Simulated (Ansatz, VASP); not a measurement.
## RbIr3: VASP beside Ansatz

Contents of INCAR:

```
  ALGO = Normal
  EDIFF = 1E-7
  EDIFFG = -0.04
  ENCUT = 600
  GGA = PE
  IBRION = 2
  ISIF = 3
  ISMEAR = 0
  LASPH = T
  LCHARG = F
  LREAL = F
  LWAVE = F
  NELM = 100
  NSW = 90
  PREC = Accurate
  SIGMA = 0.1
```

Contents of KPOINTS:

```
k-points
0
Gamma
  4 4 4
```

The input POSCAR:

```
RbIr3
1.0
    4.4583737800      0.0000000000      0.0000000000
    0.0000000000      4.4583737800      0.0000000000
    0.0000000000      0.0000000000      4.4583737800
Rb Ir
1 3
Direct
    0.5000000000      0.5000000000      0.5000000000
    0.5000000000      0.0000000000      0.0000000000
    0.0000000000      0.5000000000      0.0000000000
    0.0000000000      0.0000000000      0.5000000000
```

Input for Ansatz:

```yaml
crystal:
  lattice:
    - [4.45837378, 0.0, 0.0]
    - [0.0, 4.45837378, 0.0]
    - [0.0, 0.0, 4.45837378]
  atoms:
    - { symbol: Rb, position: [0.5, 0.5, 0.5] }
    - { symbol: Ir, position: [0.5, 0.0, 0.0] }
    - { symbol: Ir, position: [0.0, 0.5, 0.0] }
    - { symbol: Ir, position: [0.0, 0.0, 0.5] }
basis:
  ecutwfc: 420
kpoints:
  mp_grid: { grid: [4, 4, 4] }
hamiltonian:
  xc: pbe
scf:
  occupations: { method: gaussian, width: 0.1 }
  lower_state_search: "off"
output:
  forces: true
  stress: true
  eigenvalues: true
relax:
  adjacent_minimum: "off"
  f_tol: 0.04
  max_steps: 70
  cell: { stress_tol: 0.4 }
```

Alike in both runs: task relaxation of cell and atoms; functional PBE; k mesh 4 × 4 × 4; occupations gaussian, width 0.1 eV; no spin polarisation.

|  | VASP | Ansatz |
| --- | --- | --- |
| version | VASP 6.6.1 | Ansatz 0.2.0 |
| potentials or method | VASP PAW PBE potentials, release 64 (Rb_sv, Ir) | scalar-relativistic, plane waves, PAW |
| plane-wave cutoff (eV) | 600 | 420 |
| valence electrons in the cell | 36 | 60 |

VASP gave:

- gap on the k mesh at the Fermi level, each at its own relaxed structure (eV): none
- relaxed volume (Å³/atom): 18.01
- relaxed cell length with the largest relative difference (Å): 4.161
- energy change over the relaxation (meV/atom): -262

Task: What did Ansatz give for the same quantities?

Result: gap on the k mesh at the Fermi level, each at its own relaxed structure (eV): none; relaxed volume (Å³/atom): 17.92; relaxed cell length with the largest relative difference (Å): 4.154; energy change over the relaxation (meV/atom): -273.

A gap of «none» marks a metal or a gap that the smearing closes. The two sets of potentials don't hold the same shells in valence.

Caveats: the volume moved by over 15 % at a fixed basis, so the end points are rough. Spin-orbit coupling is left out, which matters for the levels of Ir.
